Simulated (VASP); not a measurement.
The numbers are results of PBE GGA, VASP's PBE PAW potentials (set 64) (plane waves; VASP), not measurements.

A VASP calculation is set up with these files.

File KPOINTS:
```
Automatic mesh
0
Gamma
15 15 15
0 0 0
```

### INCAR
```
ENCUT  =  520   ! plane-wave cut-off (eV)
ISMEAR  =  -5
LWAVE  =  .FALSE.
PREC  =  Accurate
LREAL  =  .FALSE.   ! projection in real space or not
GGA  =  PE
LMAXMIX  =  4   ! l cut-off of mixed one-centre charges
NELM  =  100
EDIFF  =  1E-7   ! SCF stop (eV)
ALGO  =  Normal   ! blocked Davidson
ISIF  =  2
LASPH  =  .TRUE.   ! aspherical one-centre terms
LORBIT  =  11
LCHARG  =  .TRUE.
NEDOS  =  601
SYSTEM  =  ZrC
```

**POSCAR**
```
ZrC
3.3311760
  0.0000000000   0.7071067991   0.7071067991
  0.7071067991   0.0000000000   0.7071067991
  0.7071067991   0.7071067991   0.0000000000
Zr C
1 1
Cart
  0.0000000000   0.0000000000   0.0000000000
  0.7071067991   0.7071067991   0.7071067991
```

POTCAR, in this order: Zr_sv C (PBE.64 set). Program: vasp_std.

The run wrote:

**OSZICAR**
```
       N       E                     dE             d eps       ncg     rms          rms(c)
DAV:   1     0.111354223244E+03    0.11135E+03   -0.90853E+03  2880   0.135E+03
DAV:   2    -0.168834967746E+02   -0.12824E+03   -0.12014E+03  3344   0.335E+02
DAV:   3    -0.226924461936E+02   -0.58089E+01   -0.56990E+01  4260   0.639E+01
DAV:   4    -0.229359151688E+02   -0.24347E+00   -0.24334E+00  3760   0.122E+01
DAV:   5    -0.229415723313E+02   -0.56572E-02   -0.56568E-02  4152   0.163E+00    0.209E+01
DAV:   6    -0.196082932884E+02    0.33333E+01   -0.16728E+01  3268   0.284E+01    0.796E+00
DAV:   7    -0.194733599576E+02    0.13493E+00   -0.78500E-01  3412   0.711E+00    0.581E+00
DAV:   8    -0.194655347225E+02    0.78252E-02   -0.14228E-01  3096   0.355E+00    0.140E+00
DAV:   9    -0.194613609212E+02    0.41738E-02   -0.31083E-02  3596   0.119E+00    0.451E-01
DAV:  10    -0.194617036828E+02   -0.34276E-03   -0.20110E-03  3376   0.576E-01    0.343E-01
DAV:  11    -0.194614901985E+02    0.21348E-03   -0.71543E-04  3248   0.212E-01    0.171E-02
DAV:  12    -0.194614884350E+02    0.17635E-05   -0.12770E-05  4192   0.386E-02    0.113E-02
DAV:  13    -0.194614883452E+02    0.89824E-07   -0.43942E-07  3360   0.634E-03
   1 F= -.19461488E+02 E0= -.19461488E+02  d E =0.000000E+00
```

File OUTCAR:
```
------------------------ aborting loop because EDIFF is reached ----------------------------------------
  FORCE on cell =-STRESS in cart. coord.  units (eV):
  Direction    XX          YY          ZZ          XY          YZ          ZX
  --------------------------------------------------------------------------------------
  Total       -0.0115968     -0.0115968     -0.0115968      0.0000000     -0.0000000      0.0000000
  in kB       -0.7108365     -0.7108365     -0.7108365      0.0000000     -0.0000000      0.0000000
  external PRESSURE =      -0.7108365 kB  Pullay stress =       0.0000000 kB
  volume of cell :       26.14
      direct lattice vectors                 reciprocal lattice vectors
     0.000000000  2.355497199  2.355497199    -0.212269410  0.212269410  0.212269410
     2.355497199  0.000000000  2.355497199     0.212269410 -0.212269410  0.212269410
     2.355497199  2.355497199  0.000000000     0.212269410  0.212269410 -0.212269410
 POSITION                                       TOTAL-FORCE (eV/Angst)
 -----------------------------------------------------------------------------------
      0.00000      0.00000      0.00000        -0.000000      0.000000     -0.000000
      2.35550      2.35550      2.35550         0.000000     -0.000000      0.000000
 -----------------------------------------------------------------------------------
    total drift:                                0.000000      0.000000      0.000000
  FREE ENERGIE OF THE ION-ELECTRON SYSTEM (eV)
  ---------------------------------------------------
  free  energy   TOTEN  =       -19.4614883452 eV

  energy  without entropy=      -19.4614883452  energy(sigma->0) =      -19.46148835

 total charge

# of ion       s       p       d       tot
------------------------------------------
    1        2.174   6.041   1.617   9.832
    2        0.885   1.471   0.000   2.356
--------------------------------------------------
tot          3.059   7.512   1.617  12.188
```
(Selected blocks of OUTCAR.)

For a metal the tetrahedron method with Blöchl corrections gives inexact stress and forces.

The structure was generated: ZrC was put into the rock salt type (Fm-3m), which need not be its known phase. It was relaxed first, which changed the volume by -34 %.
